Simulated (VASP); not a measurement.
A convergence study with VASP on Mg2Si (antifluorite): a few settings are varied, all else stays as given below, so the limit is that of these other settings.

```
Mg2Si
1.0
    0.00000     3.17500     3.17500
    3.17500     0.00000     3.17500
    3.17500     3.17500     0.00000
Mg Si
2 1
Direct
  0.25000   0.25000   0.25000
  0.75000   0.75000   0.75000
  0.00000   0.00000   0.00000
```

All values below come from PBE GGA, VASP's PBE PAW potentials (set 64) (plane waves; VASP 6.6.1). The last row used: 550 eV cut-off, 13×13×13 Γ-centred mesh, second-order Methfessel-Paxton smearing of 0.40 eV, potentials Mg Si.

Gaps are read on the run's mesh, which can miss a band edge.

| setting | E (eV/atom) | pressure (GPa) | gap on the mesh (eV) | irreducible k-points |
|---|---|---|---|---|
| ISMEAR = -1, SIGMA = 0.01, 3×3×3 mesh | -2.8013 | 0.37 | 0.679 | 4 |
| ISMEAR = -1, SIGMA = 0.2, 3×3×3 mesh | ___ | ___ | ___ | 4 |
| ISMEAR = 0, SIGMA = 0.01, 3×3×3 mesh | -2.8013 | 0.37 | 0.679 | 4 |
| ISMEAR = 0, SIGMA = 0.2, 3×3×3 mesh | -2.8010 | 0.38 | 0.681 | 4 |
| ISMEAR = 1, SIGMA = 0.01, 3×3×3 mesh | -2.8013 | 0.37 | 0.679 | 4 |
| ISMEAR = 1, SIGMA = 0.2, 3×3×3 mesh | -2.8010 | 0.37 | 0.679 | 4 |
| ISMEAR = 2, SIGMA = 0.01, 3×3×3 mesh | -2.8013 | 0.37 | 0.679 | 4 |
| ISMEAR = 2, SIGMA = 0.2, 3×3×3 mesh | -2.8010 | 0.37 | 0.679 | 4 |
| ISMEAR = -1, SIGMA = 0.05, 7×7×7 mesh | -2.9695 | 0.24 | 0.337 | 20 |
| ISMEAR = -1, SIGMA = 0.2, 7×7×7 mesh | -2.9670 | 0.26 | 0.351 | 20 |
| ISMEAR = 0, SIGMA = 0.05, 7×7×7 mesh | -2.9696 | 0.24 | 0.336 | 20 |
| ISMEAR = 0, SIGMA = 0.2, 7×7×7 mesh | -2.9693 | 0.24 | 0.338 | 20 |
| ISMEAR = 1, SIGMA = 0.05, 7×7×7 mesh | -2.9696 | 0.24 | 0.336 | 20 |
| ISMEAR = 1, SIGMA = 0.2, 7×7×7 mesh | -2.9696 | 0.24 | 0.335 | 20 |
| ISMEAR = 2, SIGMA = 0.05, 7×7×7 mesh | -2.9696 | 0.24 | 0.336 | 20 |
| ISMEAR = 2, SIGMA = 0.2, 7×7×7 mesh | -2.9696 | 0.24 | 0.337 | 20 |
| ISMEAR = -1, SIGMA = 0.05, 13×13×13 mesh | -2.9725 | 0.26 | 0.247 | 84 |
| ISMEAR = -1, SIGMA = 0.4, 13×13×13 mesh | -2.9527 | 0.58 | 0.288 | 84 |
| ISMEAR = 0, SIGMA = 0.05, 13×13×13 mesh | -2.9725 | 0.26 | 0.247 | 84 |
| ISMEAR = 0, SIGMA = 0.4, 13×13×13 mesh | -2.9714 | 0.25 | 0.253 | 84 |
| ISMEAR = 1, SIGMA = 0.05, 13×13×13 mesh | -2.9725 | 0.26 | 0.247 | 84 |
| ISMEAR = 1, SIGMA = 0.4, 13×13×13 mesh | -2.9726 | 0.25 | 0.246 | 84 |
| ISMEAR = 2, SIGMA = 0.05, 13×13×13 mesh | -2.9725 | 0.26 | 0.247 | 84 |
| ISMEAR = 2, SIGMA = 0.4, 13×13×13 mesh | -2.9725 | 0.26 | 0.246 | 84 |

### Question
Complete the blanks.

### Answer

- ISMEAR = -1, SIGMA = 0.2, 3×3×3 mesh, E (eV/atom): -2.7944
- ISMEAR = -1, SIGMA = 0.2, 3×3×3 mesh, pressure (GPa): 0.55
- ISMEAR = -1, SIGMA = 0.2, 3×3×3 mesh, gap on the mesh (eV): 0.713

Left out are rungs that failed or repeat a setting and relaxations that didn't move; long series are thinned to 24 rows.

The compound is Mg2Si in the antifluorite structure. The cell was not relaxed at this level.
